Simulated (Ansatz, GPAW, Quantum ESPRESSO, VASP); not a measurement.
Code comparison for ZrCrF₆ (Fm-3m, 8 atoms in the cell)

Self-consistent single point, at a second geometry (lattice scaled by 0.98). First geometry:

```
ZrCrF6
1.0
    0.00000     4.11266     4.11266
    4.11266     0.00000     4.11266
    4.11266     4.11266     0.00000
Zr Cr F
1 1 6
Cartesian
  4.11266   4.11266   4.11266
  0.00000   0.00000   0.00000
  4.11266   6.13321   4.11266
  4.11266   2.09211   4.11266
  2.09211   4.11266   4.11266
  6.13321   4.11266   4.11266
  4.11266   4.11266   6.13321
  4.11266   4.11266   2.09211
```
Moments meant for the start (each program seeds them in its own way; μB, in the order of the atoms Zr Cr F F F F F F): 0.0 3.0 0.0 0.0 0.0 0.0 0.0 0.0.

Shared settings, as Ansatz (an electronic-structure program) writes them: kpoints.mp_grid.grid = 5 5 5; scf.occupations.method = fermi_dirac; scf.occupations.width = 0.1 eV. Potentials and cutoffs stand in the table.

```
code                                                                              model  ΔF from the first geometry (meV/atom)  pressure (GPa)  largest force (eV/Å)  size of the net moment (μB/atom)   cutoff
----------------  ---------------------------------------------------------------------  -------------------------------------  --------------  --------------------  --------------------------------  -------
Quantum ESPRESSO  PBEsol, PseudoDojo standard norm-conserving (PBESOL) pseudopotentials                                    4.8            3.96                 0.548                              0.50    95 Ry
Ansatz                                                  PBEsol, PAW files made with PBE                                    5.7            3.80                 0.564                              0.50  default
GPAW                              PBEsol, GPAW PAW datasets PBEsol (made by gpaw-setup)                                    3.7               –                 0.302                              0.50   900 eV
VASP                                         PBEsol, VASP's PBE PAW potentials (set 64)                                    6.6           -4.07                 0.631                              0.50   400 eV
```

For VASP (by 8.2 GPa) the energy change implies a higher mean pressure, against the two pressures, than for the other programs: a sign of finite-basis (Pulay) stress.

A dash marks a value that a program does not give, or that is left out as unsure.

On Ansatz's run: with one magnetic atom in the cell only a parallel order is possible.

The spread over the programs that give each value: ΔF from the first geometry within 2.9 meV/atom; pressure within 8.03 GPa; largest force within 0.329 eV/Å; size of the net moment within 0.00 μB/atom.

Ansatz's pressure is given at a fixed set of plane waves, as the other plane-wave codes print theirs; with its correction for the finite basis it is 4.14 GPa (the shift of 0.34 GPa shows how far the cutoff is from converged). The pressure of GPAW is left out: its cutoff lies under the one at which its stress was checked. In the pressure, VASP (by 7.87) lies more than 1 GPa from the median of the plane-wave programs. In the force vectors, GPAW (by 0.254) lies more than 0.08 eV/Å from the median of the plane-wave programs.

VASP's run is marked for a possible Pulay error in its stress at this cutoff; no cutoff test was made.

The starting cell comes from a database of computed structures (which also holds hypothetical and non-ambient phases and stackings), without a prior relaxation at this level. Its lattice was rescaled by a random factor within 2.5 % of one. For this run, on top of that: lattice scaled by 0.98.

Left out of this page: Elk (unsound by tests on forces, stress, charge or solver warnings); FLEUR and SIESTA (not drawn, or without a comparable value).

Keys are those of Ansatz 0.2.
